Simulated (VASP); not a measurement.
A VASP calculation is set up with these files.

KPOINTS:
```
Automatic mesh
0
Gamma
15 15 15
0 0 0
```

**INCAR**
```
# general
SYSTEM  = RhS
PREC    = Accurate
ENCUT   = 400
LREAL   = .FALSE.
LASPH   = .TRUE.

# electronic loop
EDIFF   = 1E-7
NELM    = 100
ALGO    = Normal
LMAXMIX = 4

# smearing
ISMEAR  = -5

# functional
GGA     = PS

# ions
ISIF    = 2

# output
LWAVE   = .FALSE.
LCHARG  = .TRUE.
LORBIT  = 11
NEDOS   = 601
```

POSCAR:
```
RhS
4.8550270
  0.0000000000   0.4999999647   0.4999999647
  0.4999999647   0.0000000000   0.4999999647
  0.4999999647   0.4999999647   0.0000000000
Rh S
1 1
Cartesian
  0.0000000000   0.0000000000   0.0000000000
  0.4999999647   0.4999999647   0.4999999647
```

POTCAR, in this order: Rh_pv S (PBE.64 set). Program: vasp_std.

Problem. Translate this PBEsol calculation to Ansatz.

Solution. One equivalent input (not run):
Ansatz 0.2 input:
```yaml
crystal:
  lattice:
    - [0.0000000, 2.4275133, 2.4275133]
    - [2.4275133, 0.0000000, 2.4275133]
    - [2.4275133, 2.4275133, 0.0000000]
  atoms:
    - { symbol: Rh, position: [0.0000000, 0.0000000, 0.0000000] }
    - { symbol: S, position: [0.5000000, 0.5000000, 0.5000000] }
kpoints:
  mp_grid: { grid: [15, 15, 15] }
hamiltonian:
  xc: pbesol
  pseudopotentials: { kind: paw }
scf:
  occupations: { method: tetrahedron }
  max_iter: 100
output: { forces: true, stress: true, eigenvalues: true }
```
The two are equivalent in intent, not identical: each code has its own PAW files, so the cut-off isn't converted (ENCUT is set for VASP's; basis.ecutwfc is left out, and Ansatz then takes the one that its files recommend); Ansatz stops its SCF on the density residual and VASP on the energy change (EDIFF).

The structure was generated: RhS was put into the rock salt type (Fm-3m), which need not be its known phase. It was relaxed first, which changed the volume by -25 %.
